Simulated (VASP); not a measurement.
Given:

```
CELL_PARAMETERS angstrom
     15.02688     0.00000     0.00000
     -7.51344    13.01366     0.00000
      0.00000     0.00000    12.51849
ATOMIC_POSITIONS crystal
  Pt 0.00000 0.00000 0.00000
  Pt 0.00000 0.00000 0.50000
  Pt 0.00000 0.25000 0.00000
  Pt 0.00000 0.25000 0.50000
  Pt 0.00000 0.50000 0.00000
  Pt 0.00000 0.50000 0.50000
  Pt 0.00000 0.75000 0.00000
  Pt 0.00000 0.75000 0.50000
  Pt 0.25000 0.00000 0.00000
  Pt 0.25000 0.00000 0.50000
  Pt 0.25000 0.25000 0.00000
  Pt 0.25000 0.25000 0.50000
  Pt 0.25000 0.50000 0.00000
  Pt 0.25000 0.50000 0.50000
  Pt 0.25000 0.75000 0.00000
  Pt 0.25000 0.75000 0.50000
  Pt 0.50000 0.00000 0.00000
  Pt 0.50000 0.00000 0.50000
  Pt 0.50000 0.25000 0.00000
  Pt 0.50000 0.25000 0.50000
  Pt 0.50000 0.50000 0.00000
  Pt 0.50000 0.50000 0.50000
  Pt 0.50000 0.75000 0.00000
  Pt 0.50000 0.75000 0.50000
  Pt 0.75000 0.00000 0.00000
  Pt 0.75000 0.00000 0.50000
  Pt 0.75000 0.25000 0.00000
  Pt 0.75000 0.25000 0.50000
  Pt 0.75000 0.50000 0.00000
  Pt 0.75000 0.50000 0.50000
  Pt 0.75000 0.75000 0.00000
  Pt 0.75000 0.75000 0.50000
  Se 0.16667 0.08333 0.38731
  Se 0.08333 0.16667 0.11270
  Se 0.16667 0.08333 0.88731
  Se 0.08333 0.16667 0.61269
  Se 0.16667 0.33333 0.38731
  Se 0.08333 0.41667 0.11270
  Se 0.16667 0.33333 0.88731
  Se 0.08333 0.41667 0.61269
  Se 0.16667 0.58333 0.38731
  Se 0.08333 0.66667 0.11270
  Se 0.16667 0.58333 0.88731
  Se 0.08333 0.66667 0.61269
  Se 0.16667 0.83333 0.38731
  Se 0.08333 0.91667 0.11270
  Se 0.16667 0.83333 0.88731
  Se 0.08333 0.91667 0.61269
  Se 0.41667 0.08333 0.38731
  Se 0.33333 0.16667 0.11270
  Se 0.41667 0.08333 0.88731
  Se 0.33333 0.16667 0.61269
  Se 0.41667 0.33333 0.38731
  Se 0.33333 0.41667 0.11270
  Se 0.41667 0.33333 0.88731
  Se 0.33333 0.41667 0.61269
  Se 0.41667 0.58333 0.38731
  Se 0.33333 0.66667 0.11270
  Se 0.41667 0.58333 0.88731
  Se 0.33333 0.66667 0.61269
  Se 0.41667 0.83333 0.38731
  Se 0.33333 0.91667 0.11270
  Se 0.41667 0.83333 0.88731
  Se 0.33333 0.91667 0.61269
  Se 0.66667 0.08333 0.38731
  Se 0.58333 0.16667 0.11270
  Se 0.66667 0.08333 0.88731
  Se 0.58333 0.16667 0.61269
  Se 0.66667 0.33333 0.38731
  Se 0.58333 0.41667 0.11270
  Se 0.66667 0.33333 0.88731
  Se 0.58333 0.41667 0.61269
  Se 0.66667 0.58333 0.38731
  Se 0.58333 0.66667 0.11270
  Se 0.66667 0.58333 0.88731
  Se 0.58333 0.66667 0.61269
  Se 0.66667 0.83333 0.38731
  Se 0.58333 0.91667 0.11270
  Se 0.66667 0.83333 0.88731
  Se 0.58333 0.91667 0.61269
  Se 0.91667 0.08333 0.38731
  Se 0.83333 0.16667 0.11270
  Se 0.91667 0.08333 0.88731
  Se 0.83333 0.16667 0.61269
  Se 0.91667 0.33333 0.38731
  Se 0.83333 0.41667 0.11270
  Se 0.91667 0.33333 0.88731
  Se 0.83333 0.41667 0.61269
  Se 0.91667 0.58333 0.38731
  Se 0.83333 0.66667 0.11270
  Se 0.91667 0.58333 0.88731
  Se 0.83333 0.66667 0.61269
  Se 0.91667 0.83333 0.38731
  Se 0.83333 0.91667 0.11270
  Se 0.91667 0.83333 0.88731
  Se 0.83333 0.91667 0.61269
```

The numbers are results of PBE GGA, VASP's PBE PAW potentials (set 64) (plane waves; VASP), not measurements. Numerical set-up: PREC = Normal, LREAL = Auto, EDIFF = 1E-5, 400 eV cut-off, 1×1×1 Γ-centred mesh, Gaussian smearing of 0.050 eV, potentials Pt Se.

The supercell is sampled at Γ alone, which is coarse: total energies, pressure and levels can be off, energies of defects by several tenths of an eV.

Task: The ions are relaxed. Predict the relaxed structure.

Result: 
```
CELL_PARAMETERS angstrom
     15.02688     0.00000     0.00000
     -7.51344    13.01366     0.00000
      0.00000     0.00000    12.51849
ATOMIC_POSITIONS crystal
  Pt 0.00000 0.00000 0.00000
  Pt 0.00000 0.00000 0.50000
  Pt 0.00000 0.25000 0.00000
  Pt 0.00000 0.25000 0.50000
  Pt 0.00000 0.50000 0.00000
  Pt 0.00000 0.50000 0.50000
  Pt 0.00000 0.75000 0.00000
  Pt 0.00000 0.75000 0.50000
  Pt 0.25000 0.00000 0.00000
  Pt 0.25000 0.00000 0.50000
  Pt 0.25000 0.25000 0.00000
  Pt 0.25000 0.25000 0.50000
  Pt 0.25000 0.50000 0.00000
  Pt 0.25000 0.50000 0.50000
  Pt 0.25000 0.75000 0.00000
  Pt 0.25000 0.75000 0.50000
  Pt 0.50000 0.00000 0.00000
  Pt 0.50000 0.00000 0.50000
  Pt 0.50000 0.25000 0.00000
  Pt 0.50000 0.25000 0.50000
  Pt 0.50000 0.50000 0.00000
  Pt 0.50000 0.50000 0.50000
  Pt 0.50000 0.75000 0.00000
  Pt 0.50000 0.75000 0.50000
  Pt 0.75000 0.00000 0.00000
  Pt 0.75000 0.00000 0.50000
  Pt 0.75000 0.25000 0.00000
  Pt 0.75000 0.25000 0.50000
  Pt 0.75000 0.50000 0.00000
  Pt 0.75000 0.50000 0.50000
  Pt 0.75000 0.75000 0.00000
  Pt 0.75000 0.75000 0.50000
  Se 0.16667 0.08333 0.39545
  Se 0.08333 0.16667 0.10455
  Se 0.16667 0.08333 0.89545
  Se 0.08333 0.16667 0.60455
  Se 0.16667 0.33333 0.39545
  Se 0.08333 0.41667 0.10455
  Se 0.16667 0.33333 0.89545
  Se 0.08333 0.41667 0.60455
  Se 0.16667 0.58333 0.39545
  Se 0.08333 0.66667 0.10455
  Se 0.16667 0.58333 0.89545
  Se 0.08333 0.66667 0.60455
  Se 0.16667 0.83333 0.39545
  Se 0.08333 0.91667 0.10455
  Se 0.16667 0.83333 0.89545
  Se 0.08333 0.91667 0.60455
  Se 0.41667 0.08333 0.39545
  Se 0.33333 0.16667 0.10455
  Se 0.41667 0.08333 0.89545
  Se 0.33333 0.16667 0.60455
  Se 0.41667 0.33333 0.39545
  Se 0.33333 0.41667 0.10455
  Se 0.41667 0.33333 0.89545
  Se 0.33333 0.41667 0.60455
  Se 0.41667 0.58333 0.39545
  Se 0.33333 0.66667 0.10455
  Se 0.41667 0.58333 0.89545
  Se 0.33333 0.66667 0.60455
  Se 0.41667 0.83333 0.39545
  Se 0.33333 0.91667 0.10455
  Se 0.41667 0.83333 0.89545
  Se 0.33333 0.91667 0.60455
  Se 0.66667 0.08333 0.39545
  Se 0.58333 0.16667 0.10455
  Se 0.66667 0.08333 0.89545
  Se 0.58333 0.16667 0.60455
  Se 0.66667 0.33333 0.39545
  Se 0.58333 0.41667 0.10455
  Se 0.66667 0.33333 0.89545
  Se 0.58333 0.41667 0.60455
  Se 0.66667 0.58333 0.39545
  Se 0.58333 0.66667 0.10455
  Se 0.66667 0.58333 0.89545
  Se 0.58333 0.66667 0.60455
  Se 0.66667 0.83333 0.39545
  Se 0.58333 0.91667 0.10455
  Se 0.66667 0.83333 0.89545
  Se 0.58333 0.91667 0.60455
  Se 0.91667 0.08333 0.39545
  Se 0.83333 0.16667 0.10455
  Se 0.91667 0.08333 0.89545
  Se 0.83333 0.16667 0.60455
  Se 0.91667 0.33333 0.39545
  Se 0.83333 0.41667 0.10455
  Se 0.91667 0.33333 0.89545
  Se 0.83333 0.41667 0.60455
  Se 0.91667 0.58333 0.39545
  Se 0.83333 0.66667 0.10455
  Se 0.91667 0.58333 0.89545
  Se 0.83333 0.66667 0.60455
  Se 0.91667 0.83333 0.39545
  Se 0.83333 0.91667 0.10455
  Se 0.91667 0.83333 0.89545
  Se 0.83333 0.91667 0.60455
```

Task: How much energy does the relaxation gain?

Result: The energy (σ→0) changes by -37.0 meV/atom, in 3 ionic steps.

The cell is a supercell, built from a database entry that may be metastable or hypothetical.
